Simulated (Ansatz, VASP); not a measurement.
# Cross-check of SiO2 between VASP and Ansatz, part 2 of 2

One calculation is typed for both programs; each brings its own data sets. How far apart do they land? The cell is taken from a series of runs on this material, whose earlier steps may have relaxed, scaled, displaced or heated it; both programs get it as it stands.

VASP 6.6.1 and Ansatz 0.2.0.

So far: The starting structure; VASP: relaxation of cell and atoms, LDA, pair 1; Ansatz: relaxation of cell and atoms, LDA, pair 1.

### 4. Comparison

Known differences besides the potentials themselves: fixed occupations in Ansatz, narrow Gaussian smearing in VASP; the cutoff is 420 eV in Ansatz and 600 eV in VASP; VASP's log shows a relativistic correction to its local exchange, Ansatz's none; Ansatz adds a Pulay correction to the stress that steers its cell, VASP none. Total energies have different zeros and are not compared.

Both answers:

```
                                         quantity  Ansatz   VASP  difference
                                      volume (Å³)   45.94  45.95     -0.02 %
edge a after relaxation, in the typed setting (Å)   4.155  4.152     +0.06 %
edge c after relaxation, in the typed setting (Å)   2.662  2.665     -0.14 %
```

### 5. VASP: relaxation of cell and atoms, LDA, pair 2

The relaxed volume is the usual yardstick between codes: in a stiff, nearly cubic crystal its relative difference is about their pressure difference at one cell divided by the bulk modulus.

INCAR

```
SYSTEM = SiO2
PREC = Accurate
ENCUT = 600
EDIFF = 1E-07
NELM = 120
ISMEAR = 0
SIGMA = 0.02
LREAL = .FALSE.
ALGO = Normal
GGA = PW92
NBANDS = 22
LORBIT = 11
LWAVE = .FALSE.
LCHARG = .FALSE.
ISIF = 3
IBRION = 2
NSW = 80
EDIFFG = -0.005
LASPH = .TRUE.
GGA_COMPAT = .FALSE.
NELMIN = 4
EFERMI = MIDGAP
KPAR = 2
```

POSCAR

```
SiO2
1.0
    4.1544790000      0.0000000000      0.0000000000
    0.0000000000      4.1544790000      0.0000000000
    0.0000000000      0.0000000000      2.6619730000
Si O
2 4
Direct
    0.5000001204      0.5000001204      0.5000001878
    0.0000000000      0.0000000000      0.0000000000
    0.6944172783      0.6944172783      0.0000000000
    0.1944173987      0.8055828420      0.5000001878
    0.3055827217      0.3055827217      0.0000000000
    0.8055828420      0.1944173987      0.5000001878
```

KPOINTS

```
Automatic mesh
0
Gamma
6 6 8
0 0 0
```

PAW data sets: Si and O (LDA family, release 64).

The run is started by

```sh
> mpirun -np 2 vasp_std
```

Numbers of over 12 decimals in the logs are rounded to 6 here.

Log:

```text
[banner, memory and clock lines left out]
running    2 mpi-ranks, on    1 nodes
[...]
[... a notice as in an earlier step ...]

 LDA part: xc-table for (Slater(with rela. corr.)+PW92), standard interpolation
 POSCAR, INCAR and KPOINTS ok, starting setup
[...]
entering main loop
       N       E                     dE             d eps       ncg     rms          rms(c)
DAV:   1     0.158234761379E+03    0.15823E+03   -0.19619E+04  2200   0.158E+03
DAV:   2    -0.498318710226E+02   -0.20807E+03   -0.20014E+03  2890   0.325E+02
DAV:   3    -0.569391333470E+02   -0.71073E+01   -0.70822E+01  2788   0.595E+01
DAV:   4    -0.569900734080E+02   -0.50940E-01   -0.50922E-01  2728   0.582E+00
[...]
DAV:  11    -0.520437339583E+02    0.71699E-05   -0.28393E-05  2698   0.419E-02    0.172E-02
DAV:  12    -0.520437333778E+02    0.58052E-06   -0.33603E-06  2632   0.138E-02    0.549E-03
DAV:  13    -0.520437333924E+02   -0.14544E-07   -0.16030E-07  2066   0.317E-03
   1 F= -.52043733E+02 E0= -.52043733E+02  d E =-.520437E+02
[... from here on, the cycles between the ionic steps are left out ...]
   2 F= -.52043779E+02 E0= -.52043779E+02  d E =-.454596E-04
   3 F= -.52043873E+02 E0= -.52043873E+02  d E =-.139766E-03
   4 F= -.52043911E+02 E0= -.52043911E+02  d E =-.374295E-04
 trial-energy change:   -0.000037  1 .order   -0.000037   -0.000088    0.000014
 step:   0.7847(harm=  0.7847)  dis= 0.00020  next Energy=   -52.043911 (dE=-0.382E-04)
 reached required accuracy - stopping structural energy minimisation
```

From OUTCAR (step 5):

```text
  Total        0.0125400      0.0125400      0.0006317      0.0000000      0.0000000      0.0000000
  in kB        0.4372316      0.4372316      0.0220271      0.0000000      0.0000000      0.0000000
  external PRESSURE =       0.2988301 kB  Pullay stress =       0.0000000 kB

 POSITION                                       TOTAL-FORCE (eV/Angst)
 -----------------------------------------------------------------------------------
      2.07617      2.07617      1.33253        -0.000000      0.000000      0.000000
      0.00000      0.00000      0.00000        -0.000000      0.000000      0.000000
      2.88429      2.88429      0.00000        -0.000215     -0.000215      0.000000
      0.80812      3.34423      1.33253        -0.000215      0.000215      0.000000
      1.26806      1.26806      0.00000         0.000215      0.000215      0.000000
      3.34423      0.80812      1.33253         0.000215     -0.000215      0.000000
 -----------------------------------------------------------------------------------
    total drift:                               -0.001223     -0.001223     -0.001065

  FREE ENERGIE OF THE ION-ELECTRON SYSTEM (eV)
  ---------------------------------------------------
  free  energy   TOTEN  =       -52.0439105878 eV

  energy  without entropy=      -52.0439105878  energy(sigma->0) =      -52.04391059

[... 2 parts as in an earlier step ...]

[... 2 further parts left out ...]
[key lines of the parts left out:]
E-fermi :  11.1963
```

### 6. Ansatz: relaxation of cell and atoms, LDA, pair 2

The same cell, functional (in two slightly different forms), mesh and smearing now go to Ansatz, which takes its cutoff from its data sets.

The cell is taken from a series of runs on this material, whose earlier steps may have relaxed, scaled, displaced or heated it; both programs get it as it stands.

input.yaml

```yaml
crystal:
  lattice:
    - [4.1544792945, 0.0, 0.0]
    - [0.0, 4.1544792945, 0.0]
    - [0.0, 0.0, 2.6619731241]
  atoms:
    - { symbol: Si, position: [0.5, 0.5, 0.5] }
    - { symbol: Si, position: [0.0, 0.0, 0.0] }
    - { symbol: O, position: [0.6944172713, 0.6944172713, 0.0] }
    - { symbol: O, position: [0.1944172713, 0.8055827287, 0.5] }
    - { symbol: O, position: [0.3055827287, 0.3055827287, 0.0] }
    - { symbol: O, position: [0.8055827287, 0.1944172713, 0.5] }
kpoints:
  mp_grid: { grid: [6, 6, 8] }
hamiltonian:
  xc: lda
scf:
  occupations: { method: gaussian, width: 0.02 }
output:
  forces: true
  stress: true
  eigenvalues: true
  write_density: true
  write_potential: true
  elf: true
  volumetric_format: npy
relax:
  adjacent_minimum: "off"
  f_tol: 0.005
  max_steps: 80
  cell: { stress_tol: 0.05 }
```

The run is started by

```sh
> ansatz run input.yaml --threads 4 --pin off --max-ram 9216MiB --backend cpu --events-out ev --progress --plain --runs-dir out
```

Log:

```text
[...]
Crystal: 6 atoms, lattice volume = 45.945 Å³
Basis set: ecut = 420 eV, 913 PW (Γ)
Bands: 22, of which v1, the nominal top of the filled ones, is band 16 counted from 1 (15 counted from 0)
Symmetry: 16 space group operations
[...]
k-points: 50 of 288
[...]
cell:  # Å, volume = 45.9431 Å³
    - [4.154767, 0, 0]
    - [0, 4.154767, 0]
    - [0, 0, 2.661505]
  atoms:
    - { symbol: Si, position: [0.5, 0.5, 0.5] }
    - { symbol: Si, position: [0, 0, 0] }
    - { symbol: O, position: [0.694428, 0.694428, 0] }
    - { symbol: O, position: [0.194428, 0.805572, 0.5] }
    - { symbol: O, position: [0.305572, 0.305572, 0] }
    - { symbol: O, position: [0.805572, 0.194428, 0.5] }
[key lines of the parts left out:]
SCF converged after 3 iterations
Free energy (F): -3445.423942 eV
Fermi energy:    13.422265 eV
P = ⅓ Tr σ = 0.0002 GPa (0.002 kbar)
```

### 7. Side by side

Compared:

```
                                         quantity  Ansatz   VASP  difference
                                      volume (Å³)   45.94  45.95     -0.02 %
edge a after relaxation, in the typed setting (Å)   4.155  4.152     +0.06 %
edge c after relaxation, in the typed setting (Å)   2.662  2.665     -0.14 %
```

### 8. Ansatz: zone-centre phonons, LDA

Second derivatives magnify differences that forces hide, and they need a tight electronic threshold.

The cell is taken from a series of runs on this material, whose earlier steps may have relaxed, scaled, displaced or heated it; both programs get it as it stands.

input.yaml

```yaml
crystal:
  lattice:
    - [4.1547670962, 0.0, 0.0]
    - [0.0, 4.1547670962, 0.0]
    - [0.0, 0.0, 2.6615051631]
  atoms:
    - { symbol: Si, position: [0.5, 0.5, 0.5] }
    - { symbol: Si, position: [0.0, 0.0, 0.0] }
    - { symbol: O, position: [0.6944280345, 0.6944280345, 0.0] }
    - { symbol: O, position: [0.1944280345, 0.8055719655, 0.5] }
    - { symbol: O, position: [0.3055719655, 0.3055719655, 0.0] }
    - { symbol: O, position: [0.8055719655, 0.1944280345, 0.5] }
kpoints:
  mp_grid: { grid: [6, 6, 8] }
hamiltonian:
  xc: lda
scf:
  occupations: { method: fixed }
output:
  eigenvalues: true
phonons:
  method: dfpt
  dielectric: true
  rigid_motions: translations
```

Log:

```text
[...]
Crystal: 6 atoms, lattice volume = 45.943 Å³
Basis set: ecut = 420 eV, 913 PW (Γ), exchange–correlation on 60×60×36 points (8 copies of the dense FFT grid, shifted against one another)
Bands: 22, of which v1, the nominal top of the filled ones, is band 16 counted from 1 (15 counted from 0)
Symmetry: 16 space group operations
k-points: 148 of 288 (irreducible under 1 space group operation, time reversal used)
[...]
ω (cm⁻¹)  modes    IR ((D/Å)²/amu)
[...]
optical modes at Γ + LO–TO along q̂ = [0.0000, 1.0000, 0.0000]:
      ω (cm⁻¹)  modes    IR ((D/Å)²/amu)
[...]
optical modes at Γ + LO–TO along q̂ = [0.0000, 0.0000, 1.0000]:
      ω (cm⁻¹)  modes    IR ((D/Å)²/amu)
[...]
756.81      1             0.0000
        821.86      2            25.6218
        945.91      1             0.0000
       1047.80      1            50.9780
[key lines of the parts left out:]
SCF converged after 8 iterations
Free energy (F): -3445.423945 eV
Fermi energy:    10.517834 eV
```

### 9. VASP: zone-centre phonons, LDA

The same cell, functional (in two slightly different forms) and mesh now go to VASP, with its own data sets.

INCAR

```
SYSTEM = SiO2
PREC = Accurate
ENCUT = 600
EDIFF = 1E-08
NELM = 120
ISMEAR = 0
SIGMA = 0.01
LREAL = .FALSE.
ALGO = Normal
GGA = PW92
NBANDS = 22
LORBIT = 11
LWAVE = .FALSE.
LCHARG = .FALSE.
ISIF = 2
IBRION = 8
LEPSILON = .TRUE.
LASPH = .TRUE.
GGA_COMPAT = .FALSE.
EFERMI = MIDGAP
KPAR = 2
```

POSCAR

```
SiO2
1.0
    4.1547670962      0.0000000000      0.0000000000
    0.0000000000      4.1547670962      0.0000000000
    0.0000000000      0.0000000000      2.6615051631
Si O
2 4
Direct
    0.5000000000      0.5000000000      0.5000000000
    0.0000000000      0.0000000000      0.0000000000
    0.6944280345      0.6944280345      0.0000000000
    0.1944280345      0.8055719655      0.5000000000
    0.3055719655      0.3055719655      0.0000000000
    0.8055719655      0.1944280345      0.5000000000
```

KPOINTS is that of step 5.

The run is started by

```sh
> mpirun -np 2 vasp_std
```

Log:

```text
[... set-up lines as in an earlier step ...]
 entering main loop
       N       E                     dE             d eps       ncg     rms          rms(c)
DAV:   1     0.157378368070E+03    0.15738E+03   -0.19578E+04  2200   0.158E+03
DAV:   2    -0.498682495076E+02   -0.20725E+03   -0.19782E+03  2902   0.322E+02
DAV:   3    -0.569391100942E+02   -0.70709E+01   -0.70432E+01  2788   0.595E+01
DAV:   4    -0.569898632325E+02   -0.50753E-01   -0.50728E-01  2758   0.579E+00
[...]
DAV:  12    -0.520436695050E+02    0.57796E-06   -0.32151E-06  2632   0.136E-02    0.558E-03
DAV:  13    -0.520436695209E+02   -0.15906E-07   -0.16750E-07  2704   0.316E-03    0.146E-03
DAV:  14    -0.520436695198E+02    0.11059E-08   -0.49799E-09  1742   0.555E-04
   1 F= -.52043670E+02 E0= -.52043670E+02  d E =0.000000E+00
 Linear response reoptimize wavefunctions to high precision
DAV:   1    -0.520436695195E+02    0.30650E-09   -0.53352E-10  1748   0.240E-04
DAV:   2    -0.520436695196E+02   -0.64574E-10   -0.11427E-10  1562   0.840E-05
 Linear response G [H, r] |phi>, progress :
  Direction:   1
[...]
RMM:  15    -0.372107206023E+00   -0.14192E-08   -0.15829E-07  5979   0.131E-04    0.695E-08
 first order change of Fermi-energy  -0.15807E+00
 force on displaced ion       3 direction 1 : -22.884 -10.981   0.000
 Born effective charge ion    3 direction 1 :  -1.891  -0.549   0.000
 Linear response progress:
  Degree of freedom:   4/  4
       N       E                     dE             d eps       ncg     rms          rms(c)
RMM:   1    -0.353779279564E+00   -0.35378E+00    0.35615E-01  7161   0.384E+00
RMM:   2    -0.347156446194E+00    0.66228E-02   -0.78178E-03  6532   0.563E-01    0.239E-01
RMM:   3    -0.348457078542E+00   -0.13006E-02   -0.90479E-04  5853   0.192E-01    0.128E-01
RMM:   4    -0.350747185774E+00   -0.22901E-02   -0.93195E-04  6017   0.186E-01    0.230E-02
[...]
RMM:  11    -0.350690903355E+00    0.21100E-07   -0.11552E-07  6786   0.120E-04    0.923E-07
RMM:  12    -0.350690903909E+00   -0.55400E-09   -0.13999E-07  5344   0.118E-04    0.200E-07
RMM:  13    -0.350690904241E+00   -0.33202E-09   -0.17528E-07  5253   0.118E-04    0.768E-08
 first order change of Fermi-energy   0.32377E-03
 force on displaced ion       3 direction 3 :  -0.002  -0.002 -20.594
 Born effective charge ion    3 direction 3 :  -0.000  -0.000  -2.014
 Born effective charges drift removed
 Linear response finished
```

From OUTCAR (step 9):

```text
 MACROSCOPIC STATIC DIELECTRIC TENSOR IONIC CONTRIBUTION
 ------------------------------------------------------
           7.431919    -0.000000     0.000000
          -0.000000     7.431919     0.000000
           0.000000     0.000000     5.249498
 ------------------------------------------------------

[... 1 part as in an earlier step ...]
```

Energies printed during the response cycles are not total energies of the cell.

### 10. Differences

What differs besides the data sets and the points named for the pairs above, as far as they apply: VASP's response is taken on the typed mesh, Ansatz refines its own for the field response alone. Total energies have different zeros and are not compared.

Compared:

```
                                     quantity  Ansatz   VASP  difference
                                        ε∞ xx    3.38   3.35     +0.71 %
                                        ε∞ yy    3.38   3.35     +0.71 %
                                        ε∞ zz    3.55   3.53     +0.76 %
Born charge of Si1 (mean of the diagonal) (e)    3.89   3.86       +0.03
 Born charge of O3 (mean of the diagonal) (e)   -1.95  -1.93       -0.01
                        optical mode 1 (cm⁻¹)   218.2  219.3     -0.50 %
                        optical mode 2 (cm⁻¹)   383.4  386.6     -0.83 %
                   optical mode 3 to 4 (cm⁻¹)   465.4  469.4     -0.84 %
                   optical mode 5 to 6 (cm⁻¹)   583.2  588.8     -0.96 %
                   optical mode 7 to 8 (cm⁻¹)   585.3  590.2     -0.84 %
                        optical mode 9 (cm⁻¹)   588.6  593.0     -0.74 %
                       optical mode 10 (cm⁻¹)   657.0  665.1     -1.22 %
                       optical mode 11 (cm⁻¹)   752.8  756.6     -0.51 %
                       optical mode 12 (cm⁻¹)   756.8  764.9     -1.06 %
                 optical mode 13 to 14 (cm⁻¹)   821.9  825.9     -0.49 %
                       optical mode 15 (cm⁻¹)   945.9  950.7     -0.51 %
```

Modes are paired by rising frequency, not by their patterns, so a pair may set unlike modes beside each other; they are those without the splitting of longitudinal modes.

### 11. Outcome

```json
{
 "difference in edge c after relaxation, in the typed setting (relaxation of cell and atoms, LDA, pair 1)": "-0.14 %",
 "difference in edge c after relaxation, in the typed setting (relaxation of cell and atoms, LDA, pair 2)": "-0.14 %",
 "r.m.s. difference of the optical zone-centre modes, each program's sorted by frequency (zone-centre phonons, LDA)": "5.0 cm⁻¹",
 "difference in optical mode 10 (zone-centre phonons, LDA)": "-1.2 %"
}
```

**Reading.** The difference in edge c after relaxation, in the typed setting is -0.14 % (relaxation of cell and atoms, LDA, pair 1), within the 1.2 % picked in this series as the mark of a large difference, as far as the stopping tolerances let one tell. Among the rows given in per cent, the largest difference of the zone-centre phonons, LDA pair is in optical mode 10, -1.2 %. Such differences can come from data sets, numerical settings and the points named under the comparisons, not from the functional's error against experiment.

[Lines on the potential files, build, host, timing and source positions are cut from VASP's logs without a mark.]

[Logs are printed without paths, hosts, clocks, repeated set-up lines and the standing remarks that a program may print on its own settings, such as how far it seeks lower states.]

[Hosts, paths, dates, database ids (printed as entryN), source tags and the programs' standing remarks are cut or masked in the printed files.]
